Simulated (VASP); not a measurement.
A convergence study with VASP on PbO2 (rutile): one setting is varied, all else stays as given below, so the limit is that of these other settings.

```xyz
6
Lattice="4.9600 0.0000 0.0000 0.0000 4.9600 0.0000 0.0000 0.0000 3.3900" Properties=species:S:1:pos:R:3 pbc="T T T"
Pb     0.0000     0.0000     0.0000
Pb     2.4800     2.4800     1.6950
O      1.5227     1.5227     0.0000
O      4.0027     0.9573     1.6950
O      0.9573     4.0027     1.6950
O      3.4373     3.4373     0.0000
```

The numbers are results of PBE GGA, VASP's PBE PAW potentials (set 64) (plane waves; VASP), not measurements. The tightest run used: 700 eV cut-off, 13×13×18 Γ-centred mesh, tetrahedra with Blöchl corrections, potentials Pb_d O.

Question: The settings run are 2×2×3 mesh; 3×3×4 mesh; 4×4×5 mesh; 4×4×6 mesh; 5×5×7 mesh; 6×6×8 mesh; 6×6×9 mesh; 7×7×10 mesh; 8×8×11 mesh; 8×8×12 mesh; 9×9×13 mesh; 10×10×14 mesh; 10×10×15 mesh; 11×11×16 mesh; 12×12×17 mesh; 13×13×18 mesh. From which on does the energy per atom stay within 0.002 eV/atom of the tightest run?

Answer: From 4×4×5 mesh on: it is off by 0.0015 there and by no more than 0.002 in any finer run, while 3×3×4 mesh is off by 0.0029.
```
setting        E (eV/atom)  pressure (GPa)  largest force (eV/Å)  irreducible k-points  difference judged (eV/atom)
-------------  -----------  --------------  --------------------  --------------------  ---------------------------
2×2×3 mesh         -5.2920           10.50                 0.127                     6                       0.0024
3×3×4 mesh         -5.2924            9.17                 0.075                     9                       0.0029
4×4×5 mesh         -5.2910            8.88                 0.051                    18                       0.0015
4×4×6 mesh         -5.2908            8.83                 0.048                    24                       0.0013
5×5×7 mesh         -5.2900            8.77                 0.041                    24                       0.0004
6×6×8 mesh         -5.2896            8.76                 0.040                    50                       0.0000
6×6×9 mesh         -5.2895            8.75                 0.039                    50                       0.0001
7×7×10 mesh        -5.2894            8.81                 0.043                    60                       0.0002
8×8×11 mesh        -5.2894            8.86                 0.046                    90                       0.0001
8×8×12 mesh        -5.2895            8.85                 0.045                   105                       0.0001
9×9×13 mesh        -5.2895            8.82                 0.043                   105                       0.0001
10×10×14 mesh      -5.2895            8.88                 0.047                   168                       0.0001
10×10×15 mesh      -5.2895            8.89                 0.048                   168                       0.0001
11×11×16 mesh      -5.2895            8.86                 0.046                   189                       0.0000
12×12×17 mesh      -5.2895            8.83                 0.043                   252                       0.0000
13×13×18 mesh      -5.2895            8.85                 0.045                   280                       0.0000
```

Left out are rungs that failed or repeat a setting and relaxations that didn't move; long series are thinned to 24 rows.

The compound is PbO2 in the rutile structure. The cell was not relaxed at this level, forces remain on its atoms.
